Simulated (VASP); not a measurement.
Input:

```
WS2
1.0
    1.58523    -2.74569     0.00000
    1.58523     2.74569     0.00000
    0.00000     0.00000    12.35770
W S
2 4
Direct
  0.33333   0.66667   0.25000
  0.66667   0.33333   0.75000
  0.33333   0.66667   0.87764
  0.66667   0.33333   0.37764
  0.66667   0.33333   0.12236
  0.33333   0.66667   0.62236
```

Calculation: rev-vdW-DF2, VASP's PBE PAW potentials (set 64) (plane waves; VASP). Numerical set-up: 520 eV cut-off, Gaussian smearing of 0.050 eV, potentials W_sv S.

Unless said otherwise, spin-orbit coupling is left out, though it shifts the bands of the heavy elements here.

Q: Give the energies of bands 17 to 30 at the high-symmetry points, in eV from the valence-band maximum.

A: 
| band | Γ | M | K | A | L | H |
|---|---|---|---|---|---|---|
| 17 | -3.42 | -5.39 | -5.23 | -3.41 | -4.97 | -5.09 |
| 18 | -3.40 | -4.70 | -4.97 | -3.41 | -4.97 | -5.09 |
| 19 | -3.40 | -4.03 | -4.47 | -2.86 | -3.99 | -4.69 |
| 20 | -2.21 | -3.94 | -4.47 | -2.86 | -3.99 | -4.69 |
| 21 | -2.21 | -2.93 | -4.07 | -2.19 | -2.85 | -3.71 |
| 22 | -2.16 | -2.72 | -4.07 | -2.19 | -2.85 | -3.71 |
| 23 | -2.16 | -1.95 | -2.89 | -2.19 | -1.84 | -3.07 |
| 24 | -1.47 | -1.74 | -2.89 | -2.19 | -1.84 | -3.07 |
| 25 | -1.20 | -1.67 | -0.75 | -0.30 | -1.56 | -0.66 |
| 26 | 0.00 | -1.49 | -0.54 | -0.30 | -1.56 | -0.66 |
| 27 | 2.29 | 2.24 | 1.26 | 2.27 | 2.26 | 1.26 |
| 28 | 2.30 | 2.29 | 1.26 | 2.27 | 2.26 | 1.26 |
| 29 | 2.31 | 2.52 | 2.01 | 2.28 | 2.69 | 2.55 |
| 30 | 2.33 | 2.81 | 3.26 | 2.28 | 2.69 | 2.55 |

The gap is indirect, 0.96 eV, from the valence maximum at Γ to the conduction minimum at K-Γ at 0.44.

The compound is WS2 in the 2H layered structure. It was relaxed first.
